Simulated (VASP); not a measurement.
# Hg3P2: relaxation of cell and atoms with PBE

Crystal: Hg3P2.

```
Hg P
1.0
     4.29663    0.00000    0.00000
     0.00000    4.29663    0.00000
     0.00000    0.00000    6.51141
Hg P
3 2
Direct
  0.00000 0.00000 0.24463
  0.00000 0.00000 0.75537
  0.50000 0.50000 0.50000
  0.50000 0.50000 0.18425
  0.50000 0.50000 0.81575
```

The cell was built by a generator and needn't be a form met in nature.

The cell isn't the ideal one: random cell by space group and Wyckoff sites (P4/mmm, No. 123).

```
Program                : VASP 6.6.1
Task                   : relaxation of cell and atoms
Functional             : PBE
Potentials or basis    : VASP PAW PBE potentials, release 64 (Hg, P)
Cutoff                 : 600 eV
k mesh                 : 4 × 4 × 4
Occupations            : gaussian, width 0.1 eV
Spin                   : no spin polarisation
Dipole correction      : no
Further INCAR settings : ALGO = Fast; EDIFF = 1e-06; IBRION = 2; EDIFFG = -0.04; NSW = 90; ISIF = 3
```

| Item | Value |
| --- | --- |
| Relaxed volume | 27.43 Å³/atom |
| Relaxed cell | a = 3.908 Å, b = 3.908 Å, c = 8.980 Å, α = 90.00°, β = 90.00°, γ = 90.00° |
| Space group after relaxing (to 0.05 Å) | P4/mmm (No. 123) |
| Energy gained by relaxing | 780.5 meV/atom |
| Ionic steps | 46 |
| Pressure after relaxing | 0.0 GPa |
| Largest force after relaxing | 0.021 eV/Å |
| Band gap on the k mesh | none (metal or under the smearing width) |

Forces in eV/Å, atoms in the order of the input:
```
Hg   0.000  0.000 -0.006
Hg   0.000  0.000  0.006
Hg   0.000  0.000  0.000
P    0.000  0.000 -0.021
P    0.000  0.000  0.021
```

Stress tensor (GPa, compression positive):
```
-0.05  0.00  0.00
 0.00 -0.05  0.00
 0.00  0.00  0.08
```

The path:
```csv
step,energy change (eV),largest force (eV/Å),pressure (GPa),volume (Å³)
1,0.0000,7.6920,13.74,120.21
3,-2.9388,0.7151,-3.96,138.98
5,-3.3239,0.7611,0.31,121.40
7,-3.4888,0.3912,1.48,114.39
9,-3.5355,0.5354,0.65,116.87
11,-3.6596,0.7377,-1.03,124.08
13,-3.6009,2.4057,1.59,128.01
15,-3.7360,0.3267,-0.10,125.98
17,-3.7482,0.1986,0.86,127.10
19,-3.7726,0.2241,0.03,127.50
21,-3.7856,0.4580,-0.61,129.52
23,-3.8168,0.4622,-0.75,130.87
25,-3.8037,0.1350,-1.04,136.15
27,-3.8463,0.2132,-0.84,133.91
29,-3.8662,0.2011,0.34,131.04
31,-3.8784,0.1151,0.62,130.34
33,-3.8874,0.2459,0.03,132.84
35,-3.8887,0.3092,-0.16,134.06
37,-3.8949,0.0716,-0.09,135.60
39,-3.8986,0.0933,0.06,136.33
41,-3.9001,0.1195,-0.12,136.94
43,-3.9015,0.1083,-0.08,137.10
45,-3.9026,0.0485,0.01,137.24
46,-3.9027,0.0211,-0.01,137.17
```

Final structure:
```cif
data_structure
_symmetry_space_group_name_H-M 'P 1'
_symmetry_Int_Tables_number 1
_cell_length_a 3.9084
_cell_length_b 3.9084
_cell_length_c 8.9799
_cell_angle_alpha 90.000
_cell_angle_beta 90.000
_cell_angle_gamma 90.000
_cell_volume 137.17
loop_
_atom_site_label
_atom_site_type_symbol
_atom_site_fract_x
_atom_site_fract_y
_atom_site_fract_z
_atom_site_occupancy
Hg1 Hg 0.00000 0.00000 0.16953 1
Hg2 Hg 0.00000 0.00000 0.83047 1
Hg3 Hg 0.50000 0.50000 0.50000 1
P1 P 0.50000 0.50000 0.11993 1
P2 P 0.50000 0.50000 0.88007 1
```

Levels at points of the mesh, in eV from the Fermi level:
| k point | band 21 | band 22 | band 23 | band 24 | band 25 | band 26 |
| --- | --- | --- | --- | --- | --- | --- |
| (0.00, 0.00, 0.00) | -2.09 | -0.79 | -0.58 | 0.18 | 0.18 | 1.76 |
| (0.50, 0.00, 0.00) | -1.60 | -0.37 | -0.19 | 2.26 | 2.41 | 2.93 |
| (0.50, 0.50, 0.00) | -2.55 | -2.02 | -2.02 | -1.60 | -0.48 | 2.46 |
| (0.00, 0.00, 0.50) | -2.07 | -1.18 | 0.15 | 0.15 | 0.22 | 2.10 |
| (0.50, 0.00, 0.50) | -2.44 | -0.37 | 1.07 | 1.21 | 2.24 | 3.32 |
| (0.50, 0.50, 0.50) | -2.27 | -2.12 | -2.12 | -1.60 | -1.31 | 2.79 |

It took 26 min on 1 thread of Intel(R) Xeon(R) Platinum 8488C (Sapphire Rapids), with other jobs on the host, peak memory 0.3 GiB.

Caveat: the k mesh is coarse (spacing up to 0.37 Å⁻¹), so the values aren't converged; this functional lacks dispersion, which binds the layers, so the pressure and a relaxed spacing across them are unreliable. The run has no spin-orbit coupling, so splittings on Hg are missing.
